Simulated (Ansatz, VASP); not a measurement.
**Si7H2O13 in two plane-wave programs**

Aim: how closely do two programs agree when they are given the same cell, functional and k mesh? Of the first pair: The structure shown is the start of the Ansatz relaxation below; VASP solves that cell, so the two are compared at the walk's first step.

Program: Ansatz 0.2.0. Level of theory: plane waves, with VASP 6.6.1 beside it; single point at PBE with D3(BJ). Results are calculated unless marked as measured.

## 1. The starting structure

The cell holds 44 atoms: 14 Si, 4 H and 26 O. Its edges and angles: a = 8.524 Å, b = 8.524 Å, c = 8.524 Å, α = 90.0°, β = 90.0°, γ = 90.0°.

## 2. Ansatz: relaxation, PBE with D3(BJ)

Ansatz runs on its PAW soft_1 files.

The two programs are compared at the cell with which this relaxation starts, whose forces are those of its first step.

input.yaml

```yaml
crystal:
  lattice:
    - [8.5242745171, 0.0, 0.0]
    - [0.0, 8.5242745171, 0.0]
    - [0.0, 0.0, 8.5242745171]
  atoms:
    - { symbol: Si, position: [0.160488, 0.169947, 0.288426] }
    - { symbol: Si, position: [0.217235, 0.729548, 0.547207] }
    - { symbol: Si, position: [0.156988, 0.173327, 0.661455] }
    - { symbol: Si, position: [0.042466, 0.003758, 0.987255] }
    - { symbol: Si, position: [0.690548, 0.850851, 0.978134] }
    - { symbol: Si, position: [0.338335, 0.439255, 0.123204] }
    - { symbol: Si, position: [0.148892, 0.731801, 0.190333] }
    - { symbol: Si, position: [0.446747, 0.288844, 0.813318] }
    - { symbol: Si, position: [0.013856, 0.510108, 0.74294] }
    - { symbol: Si, position: [0.665113, 0.509673, 0.611092] }
    - { symbol: Si, position: [0.533152, 0.853134, 0.637151] }
    - { symbol: Si, position: [0.644031, 0.98482, 0.307074] }
    - { symbol: Si, position: [0.876309, 0.552607, 0.064753] }
    - { symbol: Si, position: [0.665691, 0.351029, 0.270725] }
    - { symbol: H, position: [0.559498, 0.187891, 0.898408] }
    - { symbol: H, position: [0.30923, 0.081151, 0.276787] }
    - { symbol: H, position: [0.29175, 0.578175, 0.506242] }
    - { symbol: H, position: [0.808824, 0.937093, 0.333719] }
    - { symbol: O, position: [0.659144, 0.16431, 0.270348] }
    - { symbol: O, position: [0.09395, 0.346444, 0.702209] }
    - { symbol: O, position: [0.344981, 0.188075, 0.693886] }
    - { symbol: O, position: [0.998482, 0.515316, 0.928386] }
    - { symbol: O, position: [0.673345, 0.415911, 0.446679] }
    - { symbol: O, position: [0.595462, 0.875797, 0.815789] }
    - { symbol: O, position: [0.344555, 0.362147, 0.949918] }
    - { symbol: O, position: [0.611562, 0.888611, 0.14995] }
    - { symbol: O, position: [0.809276, 0.410618, 0.161535] }
    - { symbol: O, position: [0.177454, 0.778502, 0.373776] }
    - { symbol: O, position: [0.223022, 0.337094, 0.236682] }
    - { symbol: O, position: [0.580793, 0.955185, 0.481046] }
    - { symbol: O, position: [0.513292, 0.421205, 0.18684] }
    - { symbol: O, position: [0.280286, 0.612227, 0.133428] }
    - { symbol: O, position: [0.345294, 0.833644, 0.627528] }
    - { symbol: O, position: [0.978098, 0.653662, 0.186718] }
    - { symbol: O, position: [0.094893, 0.663504, 0.666432] }
    - { symbol: O, position: [0.550462, 0.414886, 0.730059] }
    - { symbol: O, position: [0.147755, 0.862325, 0.055141] }
    - { symbol: O, position: [0.064901, 0.116295, 0.139036] }
    - { symbol: O, position: [0.603417, 0.68327, 0.590291] }
    - { symbol: O, position: [0.116288, 0.152857, 0.471232] }
    - { symbol: O, position: [0.095043, 0.063763, 0.811807] }
    - { symbol: O, position: [0.859739, 0.944915, 0.973899] }
    - { symbol: O, position: [0.743619, 0.665269, 0.988018] }
    - { symbol: O, position: [0.839012, 0.512014, 0.677104] }
  symmetry: { detect: false }
kpoints:
  mp_grid: { grid: [2, 2, 2] }
scf:
  occupations: { method: fermi_dirac, width: 0.05 }
hamiltonian:
  xc: pbe
  dispersion: d3bj
  pseudopotentials: { kind: paw, azcp: { folder: soft_1 } }
output:
  forces: true
  stress: true
relax:
  f_tol: 0.04
  max_steps: 150
  escape_saddle: false
  cell: { stress_tol: 0.4, fix: [] }
```

Started as:

```console
ansatz run input.yaml --threads 5 --pin off --max-ram 12800MiB --backend cpu --events-out ev --progress --plain --runs-dir out
```

Numbers of over 12 decimals in the logs are rounded to 6 here.

The log of the run:

```text
Engine: ansatz 0.2.0, x86_64-unknown-linux-gnu
Pseudopotentials: kind: paw
Pseudopotential: Si, paw, valence charge 4, recommended cutoff 420 eV (normal), soft_1/Si.paw.azcp
Pseudopotential: H, paw, valence charge 1, recommended cutoff 420 eV (normal), soft_1/H.paw.azcp
Pseudopotential: O, paw, valence charge 6, recommended cutoff 420 eV (normal), soft_1/O.paw.azcp
Functional definition: PBE
  parameter kappa = 0.804
  parameter beta = 0.066725
  exchange = pbe_x(kappa = kappa, mu = beta*pi^2/3)
  correlation = pbe_c(beta = beta)
Crystal: 44 atoms, lattice volume = 619.402 Å³
Basis set: ecut = 420 eV, 12053 PW (Γ), exchange–correlation on 120×120×120 points (8 copies of the dense FFT grid, shifted against one another)
Bands: 152, of which v1, the nominal top of the filled ones, is band 108 counted from 1 (107 counted from 0)
Symmetry: 1 space group operations
k-points: 8
Non-local potential: Si, projectors of the file, l = 0: 2, l = 1: 2, l = 2: 1
Non-local potential: H, projectors of the file, l = 0: 2, l = 1: 1
Non-local potential: O, projectors of the file, l = 0: 2, l = 1: 2, l = 2: 1
PAW form: soft (Blöchl's): semilocal exchange-correlation on the pseudo side does not see the compensation charge
PAW one-centre angular grid: Si, 110 points (default); XC on 64 Gauss nodes
PAW one-centre angular grid: H, 110 points (default); XC on 64 Gauss nodes
PAW one-centre angular grid: O, 110 points (default); XC on 64 Gauss nodes
Initial density: superposition of atomic densities (chi_scale 0.1, normalization cell, long waves kept (reshape's long-wave potential 0.27 eV rms))
Initial wavefunctions: pseudopotential atomic-orbital guess
Functional: x = pbe(κ = 0.804, μ = 0.219515), c = pbe(β = 0.066725)
SCF iter   1: F=—  HF=-23787.473289 eV  |F-HF|=—  |Δ(HF+E_count)|=         —  Δρ=1.24e-1  dr2=8.74e1  ethr=3.10e-3  ⟨swp⟩=6.0  Hψ=5507  notcnv=0  defer=195
preconditioner: auto → Resta (q_TF=auto, 2.289 Å⁻¹)  ε∞=2.5  [insulator: Δε(μ)=7.062 eV  Ē_g=17.615 eV  σ=0.050 eV  W_gap=1.00  n_scr=122 (ndim 8)  ℏωp=21.9 eV  f_vac=0.105  D(μ)=0.00/eV (n_scr^D=0)  ε∞_Penn≈2.5]
SCF iter   2: F=—  HF=-23762.922687 eV  |F-HF|=—  |Δ(HF+E_count)|=    2.46e1  Δρ=4.34e-2  dr2=6.96e0  ethr=3.10e-3  ⟨swp⟩=3.8  Hψ=3033  notcnv=0  defer=299
SCF iter   3: F=—  HF=-23761.617783 eV  |F-HF|=—  |Δ(HF+E_count)|=    1.30e0  Δρ=1.95e-2  dr2=1.86e0  ethr=3.10e-3  ⟨swp⟩=3.0  Hψ=1025  notcnv=0  defer=299
SCF iter   4: F=—  HF=-23761.439916 eV  |F-HF|=—  |Δ(HF+E_count)|=   1.78e-1  Δρ=3.26e-3  dr2=5.46e-2  ethr=8.61e-4  ⟨swp⟩=3.0  Hψ=1922  notcnv=0  defer=313
SCF iter   5: F=—  HF=-23761.462421 eV  |F-HF|=—  |Δ(HF+E_count)|=   2.25e-2  Δρ=2.19e-3  dr2=2.32e-2  ethr=2.53e-5  ⟨swp⟩=2.0  Hψ=1797  notcnv=0  defer=313
SCF iter   6: F=—  HF=-23761.463232 eV  |F-HF|=—  |Δ(HF+E_count)|=   8.12e-4  Δρ=4.00e-4  dr2=9.12e-4  ethr=1.08e-5  ⟨swp⟩=2.0  Hψ=1750  notcnv=0  defer=313
SCF iter   7: F=—  HF=-23761.463679 eV  |F-HF|=—  |Δ(HF+E_count)|=   4.47e-4  Δρ=1.74e-4  dr2=1.60e-4  ethr=4.22e-7  ⟨swp⟩=2.1  Hψ=1739  notcnv=0  defer=313
SCF iter   8: F=—  HF=-23761.463724 eV  |F-HF|=—  |Δ(HF+E_count)|=   4.51e-5  Δρ=8.96e-5  dr2=3.82e-5  ethr=7.41e-8  ⟨swp⟩=2.0  Hψ=1750  notcnv=0  defer=313
SCF iter   9: F=—  HF=-23761.463267 eV  |F-HF|=—  |Δ(HF+E_count)|=   4.58e-4  Δρ=1.42e-5  dr2=1.42e-6  ethr=1.77e-8  ⟨swp⟩=2.0  Hψ=1858  notcnv=0  defer=313
SCF iter  10: F=—  HF=-23761.463268 eV  |F-HF|=—  |Δ(HF+E_count)|=   1.36e-6  Δρ=6.72e-6  dr2=2.29e-7  ethr=6.59e-10  ⟨swp⟩=2.0  Hψ=1765  notcnv=0  defer=313
SCF iter  11: F=-23761.463268 eV  HF=-23761.463268 eV  |F-HF|=9.53e-9  |Δ(HF+E_count)|=   3.60e-8  Δρ=2.95e-6  dr2=4.13e-8  ethr=4.63e-11  ⟨swp⟩=5.0  Hψ=4363  notcnv=0
SCF 1 converged in 11 iterations: F = -23761.463268 eV  dr2 = 4.13e-8
  greatest PAW one-centre occupation: 0.864 electrons in one spin orbital (limit 2), on the O atom at site 31 (counted from 0), in its partial waves of l = 0
relax step   1: F+E_penalty+E_count = -23761.46326793 eV  Δ(F+E_penalty+E_count) = +0.000e0 eV  max|allowed force component| = 3.936e0 eV/Å  Δτ_max = 0.0000 Å  P = +4.847 GPa  Ω = 619.402 Å³  (11 SCF iters, dr2 threshold 1.00e-7 eV, accepted)
Crystal: 44 atoms, lattice volume = 633.022 Å³
Basis set: ecut = 420 eV, 12369 PW (Γ), exchange–correlation on 120×120×120 points (8 copies of the dense FFT grid, shifted against one another)
Initial density: handed on by an earlier stage of this run
Initial wavefunctions: those handed on with the density
iter 1 solved again at ethr=4.80e-4 eV; its pass at ethr=3.10e-3 eV (dr2=1.04e0 eV) is discarded
SCF iter   1: F=—  HF=-23764.225247 eV  |F-HF|=—  |Δ(HF+E_count)|=         —  Δρ=1.43e-2  dr2=1.04e0  ethr=4.80e-4  ⟨swp⟩=5.4  Hψ=7073  notcnv=0
preconditioner: auto → Resta (q_TF=auto, 2.281 Å⁻¹)  ε∞=2.8  [insulator: Δε(μ)=5.339 eV  Ē_g=16.215 eV  σ=0.050 eV  W_gap=1.00  n_scr=124 (ndim 8)  ℏωp=21.7 eV  f_vac=0.223  D(μ)=0.00/eV (n_scr^D=0)  ε∞_Penn≈2.8]
[...]
SCF iter   2: F=—  HF=-23766.530277 eV  |F-HF|=—  |Δ(HF+E_count)|=   1.54e-3  Δρ=5.37e-5  dr2=1.75e-6  ethr=3.69e-9  ⟨swp⟩=2.0  Hψ=2080  notcnv=0
SCF iter   3: F=—  HF=-23766.530644 eV  |F-HF|=—  |Δ(HF+E_count)|=   3.67e-4  Δρ=1.42e-5  dr2=2.33e-7  ethr=8.11e-10  ⟨swp⟩=2.0  Hψ=1824  notcnv=0
[...]
SCF converged after 4 iterations
Free energy (F): -23766.530665 eV
Harris-Foulkes:  -23766.530665 eV  (|F-HF|=3.47e-8)
Internal energy: -23766.530665 eV  (E = F + TS)
E sigma→0 (E₀):  -23766.530665 eV
Fermi energy:    4.052583 eV
--- Per-component energies (eV) ---
  E_band       = -1239.137573
  E_kinetic    = 5139.998283
  E_local      = -15671.074986  (includes V_loc(G=0)·N_el)
  E_nonlocal   = 1669.689974
  E_hartree    = 5960.680480
  E_xc         = -2703.001619
  E_vxc        = -3110.436771  (∫ρ·V_xc dr)
  E_paw        = -11423.999746  (= ΣΔE_a)
  E_vpaw       = -1188.689987  (= ΣTr[D̂ρ^β])
  E_aug_tail   = 0.017568  (compensation charges beyond the density's cutoff)
  E_ewald      = -6733.759669
  E_disp       = -5.080950  (pairwise vdW)
  E_smearing   = -0.000000  (= −TS)
  E_closure    = 0.000000  (closes the sum)
  Σ components = -23766.530665   (vs F -23766.530665, Δ=0.00e0)
--- Forces (eV/Å), atoms counted from 1 ---
  atom   1  Si     0.00388784     0.00689367     0.00075604
  atom   2  Si    -0.00085246     0.00166303     0.00082967
  atom   3  Si    -0.00295681    -0.00754284    -0.00470628
  atom   4  Si    -0.00578560     0.01221844    -0.01000994
  atom   5  Si     0.00134230     0.01017630     0.00482086
  atom   6  Si     0.00021340     0.00206926     0.00040364
  atom   7  Si     0.00161076    -0.00081770     0.00814271
  atom   8  Si     0.00169926     0.01447397     0.00120888
  atom   9  Si     0.00818341     0.00075714    -0.00694803
  atom  10  Si     0.00113498    -0.01051521    -0.01256983
  atom  11  Si     0.00466486     0.00735454    -0.01160396
  atom  12  Si    -0.01591447     0.00092529    -0.00354629
  atom  13  Si    -0.00209272    -0.01017463     0.00518866
  atom  14  Si     0.00753603     0.00418106     0.00297659
  atom  15  H     -0.00001541    -0.00256162    -0.00656765
  atom  16  H     -0.00675276    -0.00525733    -0.00506074
  atom  17  H     -0.00589934     0.00058085     0.00639126
  atom  18  H      0.00031756    -0.00286879    -0.00789700
  atom  19  O      0.00419520    -0.00569106    -0.00020763
  atom  20  O     -0.00535917     0.00612844     0.00275906
  atom  21  O      0.00398962     0.00274303     0.00007870
  atom  22  O      0.00130414     0.00145554     0.00146103
  atom  23  O      0.00090891     0.00168801     0.00112936
  atom  24  O     -0.00091823    -0.00150039     0.00747324
[...]
atom  37  O     -0.00329785    -0.00906576     0.01046662
  atom  38  O      0.00010250     0.00105930     0.00315397
  atom  39  O     -0.00302487     0.00122809     0.00115081
  atom  40  O     -0.00191759    -0.00514603    -0.00456027
  atom  41  O      0.00247823    -0.00220689     0.00110987
  atom  42  O      0.00032450    -0.00599433     0.00473494
  atom  43  O      0.00109557     0.00248710     0.00274035
  atom  44  O      0.00467893    -0.00004122     0.00308938
  max |Σ_I F_I| component: 5.06e-5 eV/Å
--- Stress (GPa, compression-positive) ---
        0.092770      -0.030511       0.001739
       -0.030507       0.057138       0.025016
        0.001736       0.025012       0.005627
  P = ⅓ Tr σ = 0.0518 GPa (0.518 kbar)
--- Relaxed structure (16 steps of the walk, 16 accepted, 2 SCFs on fresh bases) ---
  F+E_penalty+E_count = -23766.53066467 eV   max|allowed force component| = 1.591e-2 eV/Å   (the final SCF, on the basis selected at the relaxed cell)
  cell:  # Å, volume = 622.5597 Å³
    - [9.079216, -0.154310, -0.042307]
    - [-0.154310, 8.764198, 0.298566]
    - [-0.042307, 0.298566, 7.836513]
  atoms:
    - { symbol: Si, position: [0.183681, 0.163506, 0.275305] }
    - { symbol: Si, position: [0.242121, 0.699522, 0.555613] }
    - { symbol: Si, position: [0.158313, 0.203722, 0.648762] }
    - { symbol: Si, position: [0.035274, 0.013596, 0.983466] }
    - { symbol: Si, position: [0.721778, 0.851319, 0.978868] }
    - { symbol: Si, position: [0.335377, 0.452406, 0.123527] }
    - { symbol: Si, position: [0.150987, 0.726082, 0.190170] }
    - { symbol: Si, position: [0.433076, 0.287211, 0.828090] }
    - { symbol: Si, position: [1.5002943738398264e-5, 0.506971, 0.730160] }
    - { symbol: Si, position: [0.662752, 0.489053, 0.622603] }
    - { symbol: Si, position: [0.537957, 0.819046, 0.635161] }
    - { symbol: Si, position: [0.670680, 1.002039, 0.307736] }
    - { symbol: Si, position: [0.888036, 0.549533, 0.082555] }
    - { symbol: Si, position: [0.640693, 0.352421, 0.264794] }
    - { symbol: H, position: [0.477142, 0.149445, 0.931914] }
    - { symbol: H, position: [0.311567, 0.070582, 0.244619] }
    - { symbol: H, position: [0.309312, 0.554594, 0.518758] }
    - { symbol: H, position: [0.829684, 1.007129, 0.348915] }
    - { symbol: O, position: [0.613405, 0.171315, 0.242239] }
    - { symbol: O, position: [0.069265, 0.360338, 0.652113] }
    - { symbol: O, position: [0.336853, 0.239276, 0.660654] }
    - { symbol: O, position: [0.991681, 0.484886, 0.937697] }
    - { symbol: O, position: [0.646854, 0.380421, 0.465594] }
    - { symbol: O, position: [0.612657, 0.868452, 0.813325] }
    - { symbol: O, position: [0.320675, 0.389341, 0.933068] }
    - { symbol: O, position: [0.635979, 0.888757, 0.152543] }
    - { symbol: O, position: [0.795433, 0.407569, 0.175505] }
    - { symbol: O, position: [0.196637, 0.791612, 0.373340] }
    - { symbol: O, position: [0.233606, 0.345591, 0.257190] }
    - { symbol: O, position: [0.578885, 0.944992, 0.479454] }
    - { symbol: O, position: [0.508587, 0.450510, 0.176831] }
    - { symbol: O, position: [0.282830, 0.626649, 0.121299] }
    - { symbol: O, position: [0.358943, 0.808176, 0.656825] }
    - { symbol: O, position: [0.997144, 0.625494, 0.222297] }
    - { symbol: O, position: [0.096562, 0.662316, 0.673978] }
    - { symbol: O, position: [0.581535, 0.392187, 0.782052] }
    - { symbol: O, position: [0.125511, 0.861648, 0.042791] }
    - { symbol: O, position: [0.052591, 0.131399, 0.135174] }
    - { symbol: O, position: [0.589418, 0.653505, 0.580597] }
    - { symbol: O, position: [0.120698, 0.128236, 0.469167] }
    - { symbol: O, position: [0.105990, 0.085021, 0.805943] }
    - { symbol: O, position: [0.861557, 0.972572, 0.950697] }
    - { symbol: O, position: [0.777061, 0.676225, 0.996861] }
    - { symbol: O, position: [0.834476, 0.526194, 0.657710] }
```

(Continued in part 2 of 2.)

[Lines on the potential files, build, host, timing and source positions are cut from VASP's logs without a mark.]

[Logs are printed without paths, hosts, clocks, repeated set-up lines and the standing remarks that a program may print on its own settings, such as how far it seeks lower states.]

[Hosts, paths, dates, database ids (printed as entryN), source tags and the programs' standing remarks are cut or masked in the printed files.]
